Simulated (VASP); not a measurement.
SbH3: band gap by level of theory

```
CELL_PARAMETERS angstrom
11.00000 0.00000 0.00000
0.00000 12.00000 0.00000
0.00000 0.00000 11.00000
ATOMIC_POSITIONS crystal
Sb 0.55154 0.46604 0.44015
H 0.58677 0.49787 0.58728
H 0.41559 0.40982 0.48319
H 0.48633 0.59368 0.41890
```

| rung | level | program and potentials | cutoff (eV) | k mesh | task | band gap (eV) | notes |
| --- | --- | --- | --- | --- | --- | --- | --- |
| GGA | PBE | VASP, PBE PAW files H, Sb, 520 eV | 520 | 1 × 1 × 1 | electron localisation function | 5.46 | - |
| GGA + dispersion | PBE+TS | VASP, PBE PAW files H, Sb, 520 eV | 520 | 1 × 1 × 1 | atomic charges | 5.46 | - |
| hybrid | HSE06 | VASP, PBE PAW files H_h, Sb, 900 eV | 900 | 1 × 1 × 1 | single point | 6.40 | potentials made for PBE |
| hybrid | r2SCAN0 | VASP, PBE PAW files H, Sb, 520 eV | 520 | 1 × 1 × 1 | single point | 7.48 | potentials made for PBE |

All rows: no spin polarisation. Gaps are the least found on the k mesh or the band path, and a mesh can miss the band edges. The cell was made for these runs and isn't a measured one. All levels ran on this one cell, unrelaxed unless noted. Meshes are those of the run's cell of 4 atoms unless a note names another. Runs on faulty files, with rough fits or with known faults for this quantity aren't shown. No row holds spin-orbit coupling.

By rung: GGA 5.46; GGA + dispersion 5.46; hybrid 6.40 to 7.48 (eV).
